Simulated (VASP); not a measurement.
# Ca2Ru2O7 with r2SCAN: from relaxation to properties, part 5 of 6

Wanted: the relaxed cell of Ca2Ru2O7 and its properties. Left out of this account: 1 further run (relaxation: a spoilt try). The start is a computed cell from the Materials Project.

VASP 6.6.1; r2SCAN, no spin polarisation; plane waves and PAW (Ca_sv, Ru_pv, O).

Still holding for the runs below: This run has no spin polarisation, although Ru can carry a moment. The k-mesh is coarse for a metal.

So far. Step 6 (Density of states (r2SCAN)): The finer mesh and the other smearing move the Fermi level by -0.01 eV from the 4×4×4 run, a small shift, which tests the Fermi level alone. Of the states within 0.3 eV of the Fermi level, the largest shares in the PAW spheres are Ru d 54 % and O p 31 %. The rest lies in smaller channels or between the spheres. Step 8 (Volume scan with r2SCAN): The pressure here is 13.88 GPa.

## (9) Volume scan with r2SCAN (run 2)

Input file INCAR:

```
SYSTEM = Ca2Ru2O7
PREC = Accurate
ENCUT = 520
EDIFF = 1E-06
NELM = 100
ISMEAR = 0
SIGMA = 0.05
LREAL = Auto
ALGO = Normal
METAGGA = R2SCAN
LASPH = .TRUE.
NBANDS = 112
LORBIT = 11
LWAVE = .FALSE.
LCHARG = .FALSE.
KPAR = 8
ISIF = 2
```

Input file POSCAR:

```
Ca2Ru2O7
1.0
    0.0000000000      5.0210547550      5.0210547550
    5.0210547550      0.0000000000      5.0210547550
    5.0210547550      5.0210547550      0.0000000000
Ca Ru O
4 4 14
Direct
    0.1250000000      0.6250000000      0.1250000000
    0.1250000000      0.1250000000      0.6250000000
    0.6250000000      0.1250000000      0.1250000000
    0.1250000000      0.1250000000      0.1250000000
    0.1250000000      0.6250000000      0.6250000000
    0.6250000000      0.1250000000      0.6250000000
    0.6250000000      0.6250000000      0.1250000000
    0.6250000000      0.6250000000      0.6250000000
    0.6926245269      0.6926245269      0.3073754731
    0.6926245269      0.3073754731      0.6926245269
    0.9426245269      0.5573754731      0.5573754731
    0.6926245269      0.3073754731      0.3073754731
    0.5573754731      0.9426245269      0.9426245269
    0.3073754731      0.3073754731      0.6926245269
    0.9426245269      0.9426245269      0.5573754731
    0.0000000000      0.0000000000      0.0000000000
    0.5573754731      0.5573754731      0.9426245269
    0.9426245269      0.5573754731      0.9426245269
    0.5573754731      0.9426245269      0.5573754731
    0.2500000000      0.2500000000      0.2500000000
    0.3073754731      0.6926245269      0.3073754731
    0.3073754731      0.6926245269      0.6926245269
```

Input file KPOINTS:

```
Automatic mesh
0
Gamma
4 4 4
0 0 0
```

PAW data sets: Ca_sv, Ru_pv and O (PBE family, release 64).

Launch:

```console
> mpirun -np 8 vasp_std
```

What it wrote:

```text
[... set-up lines as in an earlier step ...]
 entering main loop
       N       E                     dE             d eps       ncg     rms          rms(c)
DAV:   1     0.202118175258E+04    0.20212E+04   -0.10169E+05  1792   0.171E+03
DAV:   2    -0.115878290527E+03   -0.21371E+04   -0.20426E+04  1896   0.518E+02
DAV:   3    -0.345897510959E+03   -0.23002E+03   -0.22645E+03  2304   0.160E+02
DAV:   4    -0.354696675013E+03   -0.87992E+01   -0.87484E+01  2680   0.294E+01
DAV:   5    -0.355217078053E+03   -0.52040E+00   -0.51938E+00  2824   0.501E+00    0.940E+01
DAV:   6    -0.256492779816E+03    0.98724E+02   -0.21646E+02  2152   0.666E+01    0.243E+01
DAV:   7    -0.256651295971E+03   -0.15852E+00   -0.50362E+01  2136   0.331E+01    0.251E+01
DAV:   8    -0.255359803821E+03    0.12915E+01   -0.49426E+00  2288   0.108E+01    0.745E+00
DAV:   9    -0.255471552181E+03   -0.11175E+00   -0.11605E+00  2208   0.339E+00    0.204E+00
DAV:  10    -0.255453086881E+03    0.18465E-01   -0.18264E-01  2544   0.118E+00    0.896E-01
DAV:  11    -0.255452118687E+03    0.96819E-03   -0.30758E-02  2128   0.844E-01    0.477E-01
DAV:  12    -0.255451261331E+03    0.85736E-03   -0.51977E-03  2568   0.380E-01    0.209E-01
DAV:  13    -0.255451547298E+03   -0.28597E-03   -0.41289E-03  2328   0.229E-01    0.137E-01
DAV:  14    -0.255451325588E+03    0.22171E-03   -0.10099E-03  2112   0.146E-01    0.297E-02
DAV:  15    -0.255451333296E+03   -0.77071E-05   -0.21617E-04  2160   0.414E-02    0.183E-02
DAV:  16    -0.255451328133E+03    0.51623E-05   -0.32595E-05  1992   0.206E-02    0.646E-03
DAV:  17    -0.255451328045E+03    0.88276E-07   -0.31048E-06  1688   0.517E-03
   1 F= -.25545133E+03 E0= -.25544278E+03  d E =-.170957E-01
```

Wall time 2.7 min (8 MPI ranks of Intel Xeon 6975P-C (Granite Rapids), shared host); peak memory 4.2 GiB; 18 min of CPU time.

Parts of OUTCAR (step 9):

```text
   ENCUT  =  520.0 eV  38.22 Ry    6.18 a.u.  13.20 13.20 13.20*2*pi/ulx,y,z

   NELECT =     180.0000    total number of electrons

 E-fermi :   4.5995

 k-point     1 :       0.0000    0.0000    0.0000
  band No.  band energies     occupation
    ...
     88       4.2122      2.00000
     89       4.2122      2.00000
     90       4.4955      1.99674
     91       4.4955      1.99674
     92       4.4955      1.99674
     93       5.0695      0.00000
     94       5.5966      0.00000
     95       5.5966      0.00000
     96       5.5966      0.00000
     97       7.4573      0.00000
    ...

  Total       13.7829778     13.7829778     13.7829778      0.0000000      0.0000000      0.0000000
  in kB       87.2245569     87.2245569     87.2245569      0.0000000      0.0000000      0.0000000
  external PRESSURE =      87.2245569 kB  Pullay stress =       0.0000000 kB

 POSITION                                       TOTAL-FORCE (eV/Angst)
 -----------------------------------------------------------------------------------
      3.76579      1.25526      3.76579         0.000000      0.000000      0.000000
      3.76579      3.76579      1.25526         0.000000      0.000000      0.000000
      1.25526      3.76579      3.76579         0.000000      0.000000      0.000000
      1.25526      1.25526      1.25526         0.000000      0.000000      0.000000
      6.27632      3.76579      3.76579         0.000000      0.000000      0.000000
      3.76579      6.27632      3.76579         0.000000      0.000000      0.000000
      3.76579      3.76579      6.27632         0.000000      0.000000      0.000000
      6.27632      6.27632      6.27632         0.000000      0.000000      0.000000
      5.02105      5.02105      6.95541         0.000000      0.000000      0.276320
      5.02105      6.95541      5.02105         0.000000      0.276320      0.000000
      5.59723      7.53158      7.53158        -0.276320      0.000000      0.000000
      3.08670      5.02105      5.02105        -0.276320      0.000000      0.000000
      9.46594      7.53158      7.53158         0.276320      0.000000      0.000000
      5.02105      5.02105      3.08670         0.000000      0.000000     -0.276320
      7.53158      7.53158      9.46594         0.000000      0.000000      0.276320
      0.00000      0.00000      0.00000         0.000000      0.000000      0.000000
      7.53158      7.53158      5.59723         0.000000      0.000000     -0.276320
      7.53158      9.46594      7.53158         0.000000      0.276320      0.000000
      7.53158      5.59723      7.53158         0.000000     -0.276320      0.000000
      2.51053      2.51053      2.51053         0.000000      0.000000      0.000000
      5.02105      3.08670      5.02105         0.000000     -0.276320      0.000000
      6.95541      5.02105      5.02105         0.276320      0.000000      0.000000
 -----------------------------------------------------------------------------------
    total drift:                                0.000000      0.000000      0.000000

  FREE ENERGIE OF THE ION-ELECTRON SYSTEM (eV)
  ---------------------------------------------------
  free  energy   TOTEN  =      -255.4513280450 eV

  energy  without entropy=     -255.4342323232  energy(sigma->0) =     -255.44278018

[... 5 parts as in an earlier step ...]

[... 11 further parts left out ...]
```

Numbers from this step:

```
free energy (TOTEN)     : -255.4513 eV
energy at zero smearing : -255.4428 eV
Fermi energy            : 4.599 eV
pressure                : 8.722 GPa
```

Force by atom:

```csv
atom,x (eV/Å),y (eV/Å),z (eV/Å),size
Ca1,0.000,0.000,0.000,0.000
Ca2,0.000,0.000,0.000,0.000
Ca3,0.000,0.000,0.000,0.000
Ca4,0.000,0.000,0.000,0.000
Ru5,0.000,0.000,0.000,0.000
Ru6,0.000,0.000,0.000,0.000
Ru7,0.000,0.000,0.000,0.000
Ru8,0.000,0.000,0.000,0.000
O9,0.000,0.000,0.276,0.276
O10,0.000,0.276,0.000,0.276
O11,-0.276,0.000,0.000,0.276
O12,-0.276,0.000,0.000,0.276
O13,0.276,0.000,0.000,0.276
O14,0.000,0.000,-0.276,0.276
O15,0.000,0.000,0.276,0.276
O16,0.000,0.000,0.000,0.000
O17,0.000,0.000,-0.276,0.276
O18,0.000,0.276,0.000,0.276
O19,0.000,-0.276,0.000,0.276
O20,0.000,0.000,0.000,0.000
O21,0.000,-0.276,0.000,0.276
O22,0.276,0.000,0.000,0.276
```

The pressure falls from 13.88 to 8.72 GPa.

The run ends at a pressure of 8.72 GPa, with forces up to 0.28 eV/Å.

## (10) Volume scan with r2SCAN (run 3)

INCAR is that of step 9.

POSCAR, as its differences from that of step 9:

```diff
@@ -2,5 +2,5 @@
 1.0
-    0.0000000000      5.0210547550      5.0210547550
-    5.0210547550      0.0000000000      5.0210547550
-    5.0210547550      5.0210547550      0.0000000000
+    0.0000000000      5.0556838131      5.0556838131
+    5.0556838131      0.0000000000      5.0556838131
+    5.0556838131      5.0556838131      0.0000000000
 Ca Ru O
```

KPOINTS is that of step 9.

Launch:

```console
> mpirun -np 8 vasp_std
```

What it wrote:

```text
[... set-up lines as in an earlier step ...]
 entering main loop
       N       E                     dE             d eps       ncg     rms          rms(c)
DAV:   1     0.201766506135E+04    0.20177E+04   -0.10184E+05  1792   0.171E+03
DAV:   2    -0.113091426130E+03   -0.21308E+04   -0.20389E+04  1888   0.515E+02
DAV:   3    -0.346233903402E+03   -0.23314E+03   -0.22934E+03  2296   0.159E+02
DAV:   4    -0.354966448438E+03   -0.87325E+01   -0.86647E+01  2592   0.291E+01
[...]
DAV:  15    -0.255669683825E+03   -0.76412E-05   -0.16048E-04  2136   0.372E-02    0.176E-02
DAV:  16    -0.255669679389E+03    0.44358E-05   -0.26655E-05  1944   0.189E-02    0.658E-03
DAV:  17    -0.255669679344E+03    0.44965E-07   -0.28004E-06  1648   0.488E-03
   1 F= -.25566968E+03 E0= -.25566042E+03  d E =-.185206E-01
```

It took 2.5 min on 8 MPI ranks; peak memory 4.1 GiB.

OUTCAR, selected parts (step 10):

```text
  Total        6.6421942      6.6421942      6.6421942     -0.0000000     -0.0000000     -0.0000000
  in kB       41.1767854     41.1767854     41.1767854     -0.0000000     -0.0000000     -0.0000000
  external PRESSURE =      41.1767854 kB  Pullay stress =       0.0000000 kB

 POSITION                                       TOTAL-FORCE (eV/Angst)
 -----------------------------------------------------------------------------------
      3.79176      1.26392      3.79176         0.000000      0.000000      0.000000
      3.79176      3.79176      1.26392         0.000000      0.000000      0.000000
      1.26392      3.79176      3.79176         0.000000      0.000000      0.000000
      1.26392      1.26392      1.26392         0.000000      0.000000      0.000000
      6.31960      3.79176      3.79176         0.000000      0.000000      0.000000
      3.79176      6.31960      3.79176         0.000000      0.000000      0.000000
      3.79176      3.79176      6.31960         0.000000      0.000000      0.000000
      6.31960      6.31960      6.31960         0.000000      0.000000      0.000000
      5.05568      5.05568      7.00338         0.000000      0.000000      0.130846
      5.05568      7.00338      5.05568         0.000000      0.130846      0.000000
      5.63583      7.58353      7.58353        -0.130846      0.000000      0.000000
      3.10799      5.05568      5.05568        -0.130846      0.000000      0.000000
      9.53122      7.58353      7.58353         0.130846      0.000000      0.000000
      5.05568      5.05568      3.10799         0.000000      0.000000     -0.130846
[...]
-----------------------------------------------------------------------------------
    total drift:                                0.000000      0.000000      0.000000

  FREE ENERGIE OF THE ION-ELECTRON SYSTEM (eV)
  ---------------------------------------------------
  free  energy   TOTEN  =      -255.6696793440 eV

  energy  without entropy=     -255.6511587003  energy(sigma->0) =     -255.66041902

[... 1 part as in an earlier step ...]

[... 2 further parts left out ...]
[key lines of the parts left out:]
E-fermi :   4.3540
```

The pressure falls from 8.72 to 4.12 GPa.

The run ends at a pressure of 4.12 GPa, with forces up to 0.13 eV/Å.

## (11) Volume scan with r2SCAN (run 4)

INCAR is that of step 10.

POSCAR, as its differences from that of step 10:

```diff
@@ -2,5 +2,5 @@
 1.0
-    0.0000000000      5.0556838131      5.0556838131
-    5.0556838131      0.0000000000      5.0556838131
-    5.0556838131      5.0556838131      0.0000000000
+    0.0000000000      5.0898448751      5.0898448751
+    5.0898448751      0.0000000000      5.0898448751
+    5.0898448751      5.0898448751      0.0000000000
 Ca Ru O
```

KPOINTS is that of step 10.

Launch:

```console
> mpirun -np 8 vasp_std
```

What it wrote:

```text
[... set-up lines as in an earlier step ...]
 entering main loop
       N       E                     dE             d eps       ncg     rms          rms(c)
[... 16 cycles as in an earlier step ...]
   1 F= -.25574477E+03 E0= -.25573473E+03  d E =-.200805E-01
```

Wall time 2.4 min (8 MPI ranks); peak memory 4 GiB; 16 min of CPU time.

Parts of OUTCAR (step 11):

```text
[... 6 parts as in an earlier step ...]

[... 1 further part left out ...]
[key lines of the parts left out:]
E-fermi :   4.1194
```

The pressure falls from 4.12 to -0.01 GPa.

The run ends at a pressure of -0.01 GPa, with forces up to 0.0062 eV/Å.

## (12) Volume scan with r2SCAN (run 5)

INCAR is that of step 11.

POSCAR, as its differences from that of step 11:

```diff
@@ -2,5 +2,5 @@
 1.0
-    0.0000000000      5.0898448751      5.0898448751
-    5.0898448751      0.0000000000      5.0898448751
-    5.0898448751      5.0898448751      0.0000000000
+    0.0000000000      5.1235534394      5.1235534394
+    5.1235534394      0.0000000000      5.1235534394
+    5.1235534394      5.1235534394      0.0000000000
 Ca Ru O
```

KPOINTS is that of step 11.

Launch:

```console
> mpirun -np 8 vasp_std
```

What it wrote:

```text
[... set-up lines as in an earlier step ...]
 entering main loop
       N       E                     dE             d eps       ncg     rms          rms(c)
DAV:   1     0.199343369537E+04    0.19934E+04   -0.10171E+05  1792   0.170E+03
DAV:   2    -0.117119196870E+03   -0.21106E+04   -0.20214E+04  1904   0.512E+02
DAV:   3    -0.346277539051E+03   -0.22916E+03   -0.22568E+03  2288   0.157E+02
DAV:   4    -0.355308094528E+03   -0.90306E+01   -0.89577E+01  2688   0.295E+01
[...]
DAV:  14    -0.255690324625E+03   -0.53625E-05   -0.21297E-04  2320   0.572E-02    0.380E-02
DAV:  15    -0.255690322597E+03    0.20284E-05   -0.38835E-05  2256   0.225E-02    0.166E-02
DAV:  16    -0.255690323023E+03   -0.42628E-06   -0.45699E-06  1784   0.972E-03
   1 F= -.25569032E+03 E0= -.25567945E+03  d E =-.217422E-01
```

Wall time 2.5 min (8 MPI ranks); peak memory 4.1 GiB.

OUTCAR, selected parts (step 12):

```text
  Total       -6.2409792     -6.2409792     -6.2409792      0.0000000      0.0000000      0.0000000
  in kB      -37.1723064    -37.1723064    -37.1723064      0.0000000      0.0000000      0.0000000
  external PRESSURE =     -37.1723064 kB  Pullay stress =       0.0000000 kB

 POSITION                                       TOTAL-FORCE (eV/Angst)
 -----------------------------------------------------------------------------------
      3.84267      1.28089      3.84267         0.000000      0.000000      0.000000
      3.84267      3.84267      1.28089         0.000000      0.000000      0.000000
      1.28089      3.84267      3.84267         0.000000      0.000000      0.000000
      1.28089      1.28089      1.28089         0.000000      0.000000      0.000000
      6.40444      3.84267      3.84267         0.000000      0.000000      0.000000
      3.84267      6.40444      3.84267         0.000000      0.000000      0.000000
      3.84267      3.84267      6.40444         0.000000      0.000000      0.000000
      6.40444      6.40444      6.40444         0.000000      0.000000      0.000000
      5.12355      5.12355      7.09740         0.000000      0.000000     -0.128918
      5.12355      7.09740      5.12355         0.000000     -0.128918      0.000000
      5.71149      7.68533      7.68533         0.128918      0.000000      0.000000
      3.14971      5.12355      5.12355         0.128918      0.000000      0.000000
      9.65917      7.68533      7.68533        -0.128918      0.000000      0.000000
      5.12355      5.12355      3.14971         0.000000      0.000000      0.128918
[...]
-----------------------------------------------------------------------------------
    total drift:                                0.000000      0.000000      0.000000

  FREE ENERGIE OF THE ION-ELECTRON SYSTEM (eV)
  ---------------------------------------------------
  free  energy   TOTEN  =      -255.6903230228 eV

  energy  without entropy=     -255.6685808256  energy(sigma->0) =     -255.67945192

[... 1 part as in an earlier step ...]

[... 2 further parts left out ...]
[key lines of the parts left out:]
E-fermi :   3.8946
```

The pressure falls from -0.01 to -3.72 GPa.

The run ends at a pressure of -3.72 GPa, with forces up to 0.13 eV/Å.

## (13) Volume scan with r2SCAN (run 6)

INCAR is that of step 12.

POSCAR, as its differences from that of step 12:

```diff
@@ -2,5 +2,5 @@
 1.0
-    0.0000000000      5.1235534394      5.1235534394
-    5.1235534394      0.0000000000      5.1235534394
-    5.1235534394      5.1235534394      0.0000000000
+    0.0000000000      5.1568241992      5.1568241992
+    5.1568241992      0.0000000000      5.1568241992
+    5.1568241992      5.1568241992      0.0000000000
 Ca Ru O
```

KPOINTS is that of step 12.

Launch:

```console
> mpirun -np 8 vasp_std
```

What it wrote:

```text
[... set-up lines as in an earlier step ...]
 entering main loop
       N       E                     dE             d eps       ncg     rms          rms(c)
DAV:   1     0.197090445451E+04    0.19709E+04   -0.10157E+05  1792   0.169E+03
DAV:   2    -0.115531382388E+03   -0.20864E+04   -0.19998E+04  1888   0.507E+02
DAV:   3    -0.346443943270E+03   -0.23091E+03   -0.22715E+03  2320   0.155E+02
DAV:   4    -0.355255911858E+03   -0.88120E+01   -0.87316E+01  2656   0.290E+01
[...]
DAV:  15    -0.255520657566E+03   -0.29160E-05   -0.43934E-05  2056   0.259E-02    0.202E-02
DAV:  16    -0.255520656231E+03    0.13351E-05   -0.30581E-05  1944   0.141E-02    0.107E-02
DAV:  17    -0.255520655381E+03    0.85038E-06   -0.50221E-06  1520   0.701E-03
   1 F= -.25552066E+03 E0= -.25550892E+03  d E =-.234778E-01
```

The job ended after 2.7 min (8 MPI ranks; peak memory 4.1 GiB).

From OUTCAR (step 13):

```text
  Total      -12.0117589    -12.0117589    -12.0117589      0.0000000      0.0000000     -0.0000000
  in kB      -70.1681803    -70.1681803    -70.1681803      0.0000000      0.0000000     -0.0000000
  external PRESSURE =     -70.1681803 kB  Pullay stress =       0.0000000 kB

 POSITION                                       TOTAL-FORCE (eV/Angst)
 -----------------------------------------------------------------------------------
      3.86762      1.28921      3.86762        -0.000000     -0.000000     -0.000000
      3.86762      3.86762      1.28921        -0.000000     -0.000000     -0.000000
      1.28921      3.86762      3.86762        -0.000000     -0.000000     -0.000000
      1.28921      1.28921      1.28921        -0.000000     -0.000000     -0.000000
      6.44603      3.86762      3.86762        -0.000000     -0.000000     -0.000000
      3.86762      6.44603      3.86762        -0.000000     -0.000000     -0.000000
      3.86762      3.86762      6.44603        -0.000000     -0.000000     -0.000000
      6.44603      6.44603      6.44603        -0.000000     -0.000000     -0.000000
      5.15682      5.15682      7.14349        -0.000000     -0.000000     -0.242571
      5.15682      7.14349      5.15682        -0.000000     -0.242571     -0.000000
      5.74857      7.73524      7.73524         0.242571     -0.000000     -0.000000
      3.17016      5.15682      5.15682         0.242571     -0.000000     -0.000000
      9.72190      7.73524      7.73524        -0.242571     -0.000000     -0.000000
      5.15682      5.15682      3.17016        -0.000000     -0.000000      0.242571
[...]
-----------------------------------------------------------------------------------
    total drift:                                0.000000      0.000000      0.000000

  FREE ENERGIE OF THE ION-ELECTRON SYSTEM (eV)
  ---------------------------------------------------
  free  energy   TOTEN  =      -255.5206553806 eV

  energy  without entropy=     -255.4971775807  energy(sigma->0) =     -255.50891648

[... 1 part as in an earlier step ...]

[... 2 further parts left out ...]
[key lines of the parts left out:]
E-fermi :   3.6794
```

The pressure falls from -3.72 to -7.02 GPa.

The run ends at a pressure of -7.02 GPa, with forces up to 0.24 eV/Å.

(Part 5 of 6 ends here.)

[Lines on the potential files, build, host, timing and source positions are cut from VASP's logs without a mark.]

[Logs are printed without paths, hosts, clocks, repeated set-up lines and the standing remarks that a program may print on its own settings, such as how far it seeks lower states.]

[Hosts, paths, dates, database ids (printed as entryN), source tags and the programs' standing remarks are cut or masked in the printed files.]

[A measured line is paired with the nearest computed mode of its activity, which favours agreement.]
